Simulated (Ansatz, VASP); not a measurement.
**Sn: VASP beside Ansatz**

One calculation is typed for both programs; each brings its own data sets. How far apart do they land? The cell is taken from a series of runs on this material, whose earlier steps may have relaxed, scaled, displaced or heated it; both programs get it as it stands.

Main program and level: Ansatz 0.2.0; plane waves, with VASP 6.6.1 beside it; zone-centre phonons at LDA.

## Step 1: Starting point

Symmetry: I4_1/amd, No. 141, tetragonal system. The conventional cell has a = 4.669 Å, b = 4.669 Å, c = 6.338 Å, α = 90.00°, β = 90.00°, γ = 90.00°. Nearest to Sn lie 4 Sn at 2.82 Å.

## Step 2: Ansatz: zone-centre phonons, LDA

Ansatz runs on its PAW soft_1 files.

Second derivatives magnify differences that forces hide, and they need a tight electronic threshold.

The input, input.yaml:

```yaml
crystal:
  lattice:
    - [0.0, 3.3014643797, 3.1689078659]
    - [3.3014643797, 0.0, 3.1689078659]
    - [3.3014643797, 3.3014643797, 0.0]
  atoms:
    - { symbol: Sn, position: [0.5, 0.5, 0.5] }
    - { symbol: Sn, position: [0.75, 0.75, 0.75] }
kpoints:
  mp_grid: { grid: [12, 12, 12] }
hamiltonian:
  xc: lda
  pseudopotentials: { kind: paw, azcp: { folder: soft_1 }, xc_functional: pbe }
scf:
  occupations: { method: methfessel_paxton, width: 0.2 }
output:
  eigenvalues: true
phonons:
  method: dfpt
```

Started as:

```bash
> ansatz run input.yaml --threads 4 --pin off --max-ram 10240MiB --backend cpu --events-out ev --progress --plain --runs-dir out
```

Numbers of over 12 decimals in the logs are rounded to 6 here.

What it wrote:

```text
zone centre: on kpoints.mp_grid the ground state, and the responses unless they are solved on pairs of k-points, stand on 280 of the mesh's 1728 k-points, reduced under 4 symmetry operations, with k and −k counted as one. Each operation leaves every solved displacement unchanged or reverses it
Engine: ansatz 0.2.0, x86_64-unknown-linux-gnu
Pseudopotentials: kind: paw
Pseudopotential: Sn, paw, valence charge 14, recommended cutoff 420 eV (normal), soft_1/Sn.paw.azcp
Functional definition: SPW92
  exchange = slater_x
  correlation = pw_c
Crystal: 2 atoms, lattice volume = 69.080 Å³
Basis set: ecut = 420 eV, 1371 PW (Γ), exchange–correlation on 64×64×64 points (8 copies of the dense FFT grid, shifted against one another)
Bands: 18, of which v1, the nominal top of the filled ones, is band 14 counted from 1 (13 counted from 0)
Symmetry: 16 space group operations
k-points: 280 of 1728 (irreducible under 4 space group operations, time reversal used)
Non-local potential: Sn, projectors of the file, l = 0: 2, l = 1: 2, l = 2: 2, l = 3: 1
PAW form: soft (Blöchl's): semilocal exchange-correlation on the pseudo side does not see the compensation charge
PAW frozen core: Sn, regenerated for the run's functional, and the local potential with it (the file was generated under x = pbe(κ = 0.804, μ = 0.219515), c = pbe(β = 0.066725))
PAW one-centre angular grid: Sn, 590 points (default); XC on 64 Gauss nodes
Initial density: superposition of atomic densities (chi_scale 0.1, normalization cell)
Initial wavefunctions: pseudopotential atomic-orbital guess
Functional: x = slater, c = lda
SCF iter   1: F=—  HF=-11759.264787 eV  |F-HF|=—  |Δ(HF+E_count)|=         —  Δρ=2.20e-2  dr2=3.77e-1  ethr=3.10e-3  ⟨swp⟩=5.6  Hψ=26014  notcnv=0
preconditioner: auto → Kerker (q_TF=auto, 2.347 Å⁻¹)  [metal: Δε(μ)=0.023 eV  Ē_g=19.889 eV  σ=0.200 eV  W_gap=0.10  n_scr=14 (ndim 8)  ℏωp=23.6 eV  f_vac=0.007  D(μ)=0.18/eV (n_scr^D=0)]
SCF iter   2: F=—  HF=-11759.189862 eV  |F-HF|=—  |Δ(HF+E_count)|=   7.49e-2  S|Δr|=    0.00e0  Δρ=1.40e-2  dr2=1.77e-1  ethr=1.35e-3  ⟨swp⟩=1.0  Hψ=7281  notcnv=0
SCF iter   3: F=—  HF=-11759.140990 eV  |F-HF|=—  |Δ(HF+E_count)|=   4.89e-2  S|Δr|=    0.00e0  Δρ=3.06e-3  dr2=1.73e-2  ethr=6.33e-4  ⟨swp⟩=1.3  Hψ=5347  notcnv=0
SCF iter   4: F=—  HF=-11759.138549 eV  |F-HF|=—  |Δ(HF+E_count)|=   2.44e-3  S|Δr|=    0.00e0  Δρ=1.54e-3  dr2=2.98e-3  ethr=6.19e-5  ⟨swp⟩=2.0  Hψ=6107  notcnv=0
SCF iter   5: F=—  HF=-11759.138727 eV  |F-HF|=—  |Δ(HF+E_count)|=   1.78e-4  S|Δr|=    0.00e0  Δρ=2.67e-4  dr2=5.90e-5  ethr=1.06e-5  ⟨swp⟩=2.0  Hψ=6171  notcnv=0
SCF iter   6: F=—  HF=-11759.138745 eV  |F-HF|=—  |Δ(HF+E_count)|=   1.86e-5  S|Δr|=    0.00e0  Δρ=5.07e-5  dr2=1.44e-6  ethr=2.11e-7  ⟨swp⟩=2.0  Hψ=6173  notcnv=0
SCF iter   7: F=—  HF=-11759.138745 eV  |F-HF|=—  |Δ(HF+E_count)|=   4.16e-8  S|Δr|=    0.00e0  Δρ=8.26e-6  dr2=3.32e-8  ethr=5.14e-9  ⟨swp⟩=3.0  Hψ=8984  notcnv=0
SCF iter   8: F=—  HF=-11759.138746 eV  |F-HF|=—  |Δ(HF+E_count)|=   6.60e-8  S|Δr|=    0.00e0  Δρ=1.48e-6  dr2=1.96e-9  ethr=1.19e-10  ⟨swp⟩=3.0  Hψ=9034  notcnv=0
SCF iter   9: F=—  HF=-11759.138746 eV  |F-HF|=—  |Δ(HF+E_count)|=   1.14e-9  S|Δr|=    0.00e0  Δρ=3.05e-7  dr2=4.85e-11  ethr=6.99e-12  ⟨swp⟩=2.4  Hψ=8831  notcnv=0
SCF iter  10: F=-11759.138746 eV  HF=-11759.138746 eV  |F-HF|=3.64e-12  |Δ(HF+E_count)|=  5.46e-11  S|Δr|=    0.00e0  Δρ=5.88e-8  dr2=1.72e-12  ethr=1.00e-12  ⟨swp⟩=6.2  Hψ=21568  notcnv=0
SCF 1 converged in 10 iterations: F = -11759.138746 eV  dr2 = 1.72e-12
  greatest PAW one-centre occupation: 0.992 electrons in one spin orbital (limit 2), on the Sn atom at site 1 (counted from 0), in its partial waves of l = 2
DFPT response loops at Γ: preconditioner auto → Kerker (q_TF=auto, 2.347 Å⁻¹) (partly filled bands, converged f_vac=0.085); β = 1.00, the filter's whole step (`scf.mixing.beta` (0.50) is not read by the response loops under this deck's `scf.mixing.preconditioner`; to damp them name `kerker` or `kerker_dos`, under which they read `scf.mixing.beta`, and type it under 1.00, their step now; both keys bind the ground state too); Broyden in place of MSR1
SCF converged after 10 iterations
Stability not checked: this state was not tested for a lower state beside it, because cold or Methfessel-Paxton smearing, or corrected tetrahedra, fill the levels in a way that the test cannot read (fill_not_monotonic; see scf.lower_state_search)
Free energy (F): -11759.138746 eV
Harris-Foulkes:  -11759.138746 eV  (|F-HF|=3.64e-12)
Internal energy: -11759.138437 eV  (E = F + TS)
E sigma→0 (E₀):  -11759.138668 eV
Entropy (-TS):   -0.000308 eV (-0.154 meV/atom)
Fermi energy:    7.375068 eV
--- Per-component energies (eV) ---
  E_band       = -257.935513
  E_kinetic    = 338.759404
  E_local      = -2641.999847  (includes V_loc(G=0)·N_el)
  E_nonlocal   = 298.920169
  E_hartree    = 1280.193162
  E_xc         = -249.835224
  E_vxc        = -162.078452  (∫ρ·V_xc dr)
  E_paw        = -8451.248015  (= ΣΔE_a)
  E_vpaw       = -651.923688  (= ΣTr[D̂ρ^β])
  E_aug_tail   = 0.000547  (compensation charges beyond the density's cutoff)
  E_ewald      = -2334.778415
  E_core_change = 0.849782  (= ΣΔE_core)
  E_smearing   = -0.000308  (= −TS)
  E_closure    = -0.000000  (closes the sum)
  Σ components = -11759.138746   (vs F -11759.138746, Δ=0.00e0)
--- Band table (eV; the first three rows and the last of 280) ---
  k-point 0: bands = [... 10 lower, -3.1805, 6.4683, 7.4117, 7.4117, 7.6690, 9.4539, 9.6226, 9.6226]
  k-point 1: bands = [... 10 lower, -3.1140, 5.6984, 7.2705, 7.4339, 7.8384, 9.6337, 9.7939, 9.8890]
  k-point 2: bands = [... 10 lower, -2.9174, 4.4984, 6.9643, 7.1596, 7.8356, 10.0551, 10.1500, 10.6929]
  k-point 279: bands = [... 10 lower, -0.0401, -0.0401, 4.8457, 4.8457, 8.0206, 8.0206, 15.0136, 15.0136]
--- Phonons (Γ-DFPT): 2 representative perturbations + reference, on 280 of 1728 k-points (Σ response iterations 6) ---
  k mesh reduced under 4 symmetry operations, with k and −k counted as one. Each operation leaves every solved displacement unchanged or reverses it
  ASR residual: 2.657e-5 → 0.000e0 eV/Å²; symmetrization residual: 1.648e-12 eV/Å²
  ASR residual per site (eV/Å²): 2.66e-5 2.66e-5
  Γ frequencies (cm⁻¹): 0.00 0.00 0.00 178.40 180.32 180.32
  non-analytic LO–TO correction: not included (Born effective charges unavailable; polar crystals: no LO–TO splitting at Γ)
```

The column dr2 measures how far the density is from self-consistency, as an energy; F and HF (Harris–Foulkes) agree once it is small.

## Step 3: VASP: zone-centre phonons, LDA

The same cell, functional (in two slightly different forms), mesh and smearing now go to VASP, with its own data sets.

Lines of VASP's logs that name or quote its potential files are left out, and so is its time.

The input, INCAR:

```
SYSTEM = Sn
PREC = Accurate
ENCUT = 500
EDIFF = 1E-08
NELM = 120
ISMEAR = 1
SIGMA = 0.2
LREAL = .FALSE.
ALGO = Normal
GGA = CA
NBANDS = 20
LORBIT = 11
LWAVE = .FALSE.
LCHARG = .FALSE.
ISIF = 2
IBRION = 8
LASPH = .TRUE.
GGA_COMPAT = .FALSE.
KPAR = 2
```

The input, POSCAR:

```
Sn
1.0
    0.0000000000      3.3014643797      3.1689078659
    3.3014643797      0.0000000000      3.1689078659
    3.3014643797      3.3014643797      0.0000000000
Sn
2
Direct
    0.5000000000      0.5000000000      0.5000000000
    0.7500000000      0.7500000000      0.7500000000
```

The input, KPOINTS:

```
Automatic mesh
0
Gamma
12 12 12
0 0 0
```

Potentials, in the order of the species: Sn_d (LDA family, release 64).

Started as:

```bash
> mpirun -np 2 vasp_std
```

What it wrote:

```text
[banner, memory and clock lines left out]
running    2 mpi-ranks, on    1 nodes
 distrk:  each k-point on    1 cores,    2 groups
 distr:  one band on    1 cores,    1 groups

 POSCAR found type information on POSCAR Sn
 POSCAR found :  1 types and       2 ions
 LDA part: xc-table for (Slater(with rela. corr.)+CA(PZ))
 , standard interpolation
 POSCAR, INCAR and KPOINTS ok, starting setup
 FFT: planning ... GRIDC
 FFT: planning ... GRID_SOFT
 FFT: planning ... GRID
 WAVECAR not read
 entering main loop
       N       E                     dE             d eps       ncg     rms          rms(c)
DAV:   1     0.222757544400E+03    0.22276E+03   -0.14793E+04  6556   0.198E+03
DAV:   2     0.147560692839E+02   -0.20800E+03   -0.20420E+03  6536   0.441E+02
DAV:   3    -0.827595678766E+01   -0.23032E+02   -0.22896E+02  7440   0.144E+02
DAV:   4    -0.902828188677E+01   -0.75233E+00   -0.75195E+00  7420   0.294E+01
DAV:   5    -0.905458245116E+01   -0.26301E-01   -0.26300E-01  9060   0.536E+00    0.324E+00
DAV:   6    -0.897235597001E+01    0.82226E-01   -0.41031E-02  8344   0.227E+00    0.182E+00
DAV:   7    -0.893174991909E+01    0.40606E-01   -0.59746E-02  6788   0.222E+00    0.144E-01
DAV:   8    -0.893229278440E+01   -0.54287E-03   -0.52233E-03  7500   0.823E-01    0.538E-02
DAV:   9    -0.893238123214E+01   -0.88448E-04   -0.17109E-04  8628   0.101E-01    0.139E-02
DAV:  10    -0.893238071320E+01    0.51894E-06   -0.14056E-05  8828   0.445E-02    0.402E-03
DAV:  11    -0.893238114314E+01   -0.42994E-06   -0.11056E-06  7136   0.740E-03    0.142E-03
DAV:  12    -0.893238114221E+01    0.93178E-09   -0.51279E-08  7408   0.220E-03
   1 F= -.89323811E+01 E0= -.89322705E+01  d E =-.332064E-03
 Linear response reoptimize wavefunctions to high precision
DAV:   1    -0.893238114293E+01   -0.71941E-09   -0.61818E-09  6968   0.690E-04
DAV:   2    -0.893238114293E+01    0.90949E-12   -0.29744E-10  4288   0.179E-04
 Linear response DOF=           2
 Linear response progress:
  Degree of freedom:   1/  2
       N       E                     dE             d eps       ncg     rms          rms(c)
RMM:   1    -0.216664287749E+00   -0.21666E+00    0.57433E-01 23914   0.102E+01
RMM:   2    -0.223519069612E+00   -0.68548E-02   -0.20266E-02 33373   0.118E+00    0.696E-02
RMM:   3    -0.223698180851E+00   -0.17911E-03   -0.16560E-03 35042   0.329E-01    0.321E-02
RMM:   4    -0.223613966702E+00    0.84214E-04   -0.11880E-04 35087   0.989E-02    0.109E-02
RMM:   5    -0.223609770218E+00    0.41965E-05   -0.18318E-05 35756   0.325E-02    0.385E-03
RMM:   6    -0.223611573558E+00   -0.18033E-05   -0.15420E-06 35286   0.972E-03    0.174E-03
RMM:   7    -0.223611737888E+00   -0.16433E-06   -0.89156E-07 35197   0.352E-03    0.350E-04
RMM:   8    -0.223609465384E+00    0.22725E-05   -0.35996E-07 36054   0.133E-03    0.207E-04
RMM:   9    -0.223608378505E+00    0.10869E-05   -0.12217E-07 36167   0.545E-04    0.390E-05
RMM:  10    -0.223608653732E+00   -0.27523E-06   -0.19757E-07 37606   0.259E-04    0.320E-05
RMM:  11    -0.223608523632E+00    0.13010E-06   -0.52479E-08 36572   0.150E-04    0.855E-06
RMM:  12    -0.223608504067E+00    0.19564E-07   -0.37217E-08 38923   0.102E-04    0.552E-06
RMM:  13    -0.223608480281E+00    0.23787E-07   -0.72638E-09 37585   0.808E-05    0.144E-06
RMM:  14    -0.223608466445E+00    0.13836E-07   -0.38333E-09 38429   0.705E-05    0.663E-07
RMM:  15    -0.223608453711E+00    0.12734E-07    0.89755E-10 35391   0.657E-05    0.602E-07
RMM:  16    -0.223608459344E+00   -0.56335E-08    0.17297E-09 28963   0.630E-05    0.511E-07
 first order change of Fermi-energy   0.13691E-04
 force on displaced ion       1 direction 1 :  -7.130  -0.000  -0.000
 Linear response progress:
  Degree of freedom:   2/  2
       N       E                     dE             d eps       ncg     rms          rms(c)
RMM:   1    -0.216328696268E+00   -0.21633E+00    0.61801E-01 14048   0.103E+01
RMM:   2    -0.223184352594E+00   -0.68557E-02   -0.20055E-02 19607   0.118E+00    0.677E-02
RMM:   3    -0.223354016102E+00   -0.16966E-03   -0.16496E-03 20608   0.327E-01    0.311E-02
RMM:   4    -0.223262270178E+00    0.91746E-04   -0.11756E-04 20574   0.984E-02    0.109E-02
RMM:   5    -0.223254792323E+00    0.74779E-05   -0.15957E-05 21010   0.325E-02    0.392E-03
RMM:   6    -0.223257430814E+00   -0.26385E-05   -0.13268E-06 20794   0.962E-03    0.179E-03
RMM:   7    -0.223257861144E+00   -0.43033E-06   -0.13709E-07 20646   0.344E-03    0.401E-04
RMM:   8    -0.223255778259E+00    0.20829E-05    0.63954E-08 21114   0.128E-03    0.261E-04
RMM:   9    -0.223254627025E+00    0.11512E-05    0.25028E-08 21215   0.522E-04    0.405E-05
RMM:  10    -0.223254887443E+00   -0.26042E-06    0.44774E-08 22007   0.238E-04    0.307E-05
RMM:  11    -0.223254806715E+00    0.80728E-07    0.59804E-09 21612   0.139E-04    0.578E-06
RMM:  12    -0.223254806054E+00    0.66090E-09    0.34383E-08 22881   0.943E-05    0.485E-06
 first order change of Fermi-energy   0.28735E-03
 force on displaced ion       1 direction 3 :   0.000   0.000  -7.000
 Linear response finished
```

OUTCAR, selected parts (step 3):

```text
ion  position               nearest neighbor table
   1  0.500  0.500  0.500-   2 2.82   2 2.82   2 2.82   2 2.82
   2  0.750  0.750  0.750-   1 2.82   1 2.82   1 2.82   1 2.82

  LATTYP: Found a body centered tetragonal cell.
 ALAT       =     4.6689757015
 C/A-ratio  =     1.3574317232

 Subroutine GETGRP returns: Found 16 space group operations
 (whereof  8 operations were pure point group operations)

The static configuration has the point symmetry D_2d.
 The point group associated with its full space group is D_4h.

 Found    163 irreducible k-points:

   k-points           NKPTS =    163   k-points in BZ     NKDIM =    163   number of bands    NBANDS=     20

   dimension x,y,z NGX =    36 NGY =   36 NGZ =   36
   dimension x,y,z NGXF=    72 NGYF=   72 NGZF=   72

   ENCUT  =  500.0 eV  36.75 Ry    6.06 a.u.   8.34  8.34  8.51*2*pi/ulx,y,z

   NELECT =      28.0000    total number of electrons

 k-points in reciprocal lattice and weights: Automatic mesh
   0.00000000  0.00000000  0.00000000       0.001
   0.08333333  0.00000000  0.00000000       0.005
   0.16666667  0.00000000  0.00000000       0.005
   0.25000000  0.00000000  0.00000000       0.005
   0.33333333 -0.00000000  0.00000000       0.005
   0.41666667  0.00000000  0.00000000       0.005
   0.50000000  0.00000000  0.00000000       0.002
   0.08333333  0.08333333  0.00000000       0.001
   0.16666667  0.08333333  0.00000000       0.005
[...]
-0.33333333  0.16666667  0.50000000       0.002
  -0.25000000  0.25000000  0.50000000       0.001

 average (electrostatic) potential at core
       1-101.4981       2-101.4981

  Total       -0.5193913     -0.5193913      0.0038297      0.0000000      0.0000000     -0.0000000
  in kB      -12.0462657    -12.0462657      0.0888228      0.0000000      0.0000000     -0.0000000
  external PRESSURE =      -8.0012362 kB  Pullay stress =       0.0000000 kB

  energy-cutoff  :      500.00
  volume of cell :       69.08
      direct lattice vectors                 reciprocal lattice vectors
     0.000000000  3.301464380  3.168907866    -0.151447946  0.151447946  0.157783066
     3.301464380  0.000000000  3.168907866     0.151447946 -0.151447946  0.157783066
     3.301464380  3.301464380  0.000000000     0.151447946  0.151447946 -0.157783066

 POSITION                                       TOTAL-FORCE (eV/Angst)
 -----------------------------------------------------------------------------------
      3.30146      3.30146      3.16891        -0.000000     -0.000000     -0.000000
      4.95220      4.95220      4.75336         0.000000      0.000000      0.000000
 -----------------------------------------------------------------------------------
    total drift:                                0.000000      0.000000      0.000000

 Eigenvectors and eigenvalues of the dynamical matrix
 ----------------------------------------------------

   1 f  =    5.418445 THz    34.045095 2PiTHz  180.739875 cm-1    22.408878 meV
             X         Y         Z           dx          dy          dz
      3.301464  3.301464  3.168908     0.000000   -0.707107    0.000000
      4.952197  4.952197  4.753362     0.000000    0.707107    0.000000

   2 f  =    5.418445 THz    34.045095 2PiTHz  180.739875 cm-1    22.408878 meV
             X         Y         Z           dx          dy          dz
      3.301464  3.301464  3.168908    -0.707107    0.000000    0.000000
      4.952197  4.952197  4.753362     0.707107    0.000000    0.000000

   3 f  =    5.368758 THz    33.732901 2PiTHz  179.082490 cm-1    22.203389 meV
             X         Y         Z           dx          dy          dz
      3.301464  3.301464  3.168908     0.000000    0.000000   -0.707107
      4.952197  4.952197  4.753362     0.000000    0.000000    0.707107

   4 f  =    0.000000 THz     0.000000 2PiTHz    0.000000 cm-1     0.000000 meV
             X         Y         Z           dx          dy          dz
      3.301464  3.301464  3.168908     0.707107    0.000000    0.000000
      4.952197  4.952197  4.753362     0.707107    0.000000    0.000000

   5 f  =    0.000000 THz     0.000000 2PiTHz    0.000000 cm-1     0.000000 meV
             X         Y         Z           dx          dy          dz
      3.301464  3.301464  3.168908     0.000000    0.707107    0.000000
      4.952197  4.952197  4.753362     0.000000    0.707107    0.000000

   6 f  =    0.000000 THz     0.000000 2PiTHz    0.000000 cm-1     0.000000 meV
             X         Y         Z           dx          dy          dz
      3.301464  3.301464  3.168908     0.000000    0.000000    0.707107
      4.952197  4.952197  4.753362     0.000000    0.000000    0.707107

 ELASTIC MODULI CONTR FROM IONIC RELAXATION (kBar)
 Direction    XX          YY          ZZ          XY          YZ          ZX
 --------------------------------------------------------------------------------
 XX           0.0000      0.0000      0.0000      0.0000      0.0000      0.0000
 YY           0.0000      0.0000      0.0000      0.0000      0.0000      0.0000
 ZZ           0.0000      0.0000      0.0000      0.0000      0.0000      0.0000
 XY           0.0000      0.0000      0.0000   -204.3378     -0.0000      0.0000
 YZ           0.0000      0.0000      0.0000     -0.0000   -208.0984      0.0000
 ZX           0.0000      0.0000      0.0000      0.0000      0.0000   -178.0024
 --------------------------------------------------------------------------------
```

## Step 4: Side by side

Known differences besides the potentials themselves: the two LDA forms differ slightly; the cutoff is 420 eV in Ansatz and 500 eV in VASP; VASP's log shows a relativistic correction to its local exchange, Ansatz's none. Total energies have different zeros and are not compared.

Both answers:

| quantity | Ansatz | VASP | difference |
| --- | --- | --- | --- |
| optical mode 1 (cm⁻¹) | 178.4 | 179.1 | -0.38 % |
| optical mode 2 to 3 (cm⁻¹) | 180.3 | 180.7 | -0.23 % |

Modes are paired by rising frequency, not by their patterns, so a pair may set unlike modes beside each other; they are those without the splitting of longitudinal modes.

## Step 5: Summary of results

```json
{
  "r.m.s. difference of the optical zone-centre modes, each program's sorted by frequency (zone-centre phonons, LDA)": "0.52 cm⁻¹"
}
```

The r.m.s. difference of the optical zone-centre modes, each program's sorted by frequency is 0.52 cm⁻¹ (zone-centre phonons, LDA). How closely two codes agree says nothing of how well the functional describes the real material.

[Lines on the potential files, build, host, timing and source positions are cut from VASP's logs without a mark.]

[Logs are printed without paths, hosts, clocks, repeated set-up lines and the standing remarks that a program may print on its own settings, such as how far it seeks lower states.]

[Hosts, paths, dates, database ids (printed as entryN), source tags and the programs' standing remarks are cut or masked in the printed files.]
